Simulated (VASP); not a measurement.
```cif
data_Al8Au4
_chemical_formula_sum 'Al8 Au4'
_space_group_name_H-M_alt 'Fm-3m'
_space_group_IT_number 225
_space_group_name_Hall '-F 4 2 3'
_cell_length_a 6.08346
_cell_length_b 6.08346
_cell_length_c 6.08346
_cell_angle_alpha 90.000
_cell_angle_beta 90.000
_cell_angle_gamma 90.000
loop_
_atom_site_label
_atom_site_type_symbol
_atom_site_symmetry_multiplicity
_atom_site_Wyckoff_symbol
_atom_site_fract_x
_atom_site_fract_y
_atom_site_fract_z
_atom_site_occupancy
Al1 Al 8 c 0.25000 0.25000 0.25000 1
Au1 Au 4 a 0.00000 0.00000 0.00000 1
```
(The calculation used a cell of 3 atoms; values per cell refer to that cell.)

The numbers are results of revPBE GGA, VASP's PBE PAW potentials (set 64) (plane waves; VASP), not measurements. Settings: 520 eV cut-off, 9×9×9 Γ-centred mesh, first-order Methfessel-Paxton smearing of 0.10 eV, potentials Al Au.

Question: Give the energy at these volumes per atom, relative to the lowest: 17.64, 18.20, 18.77, 19.33, 19.89 Å³.

Answer: 24.0, 5.6, 0.0, 5.1, 19.2 meV/atom. A third-order Birch-Murnaghan fit gives B0 = 101 GPa and B0′ = 4.9.

The compound is AuAl2 in the fluorite structure. It was relaxed first.
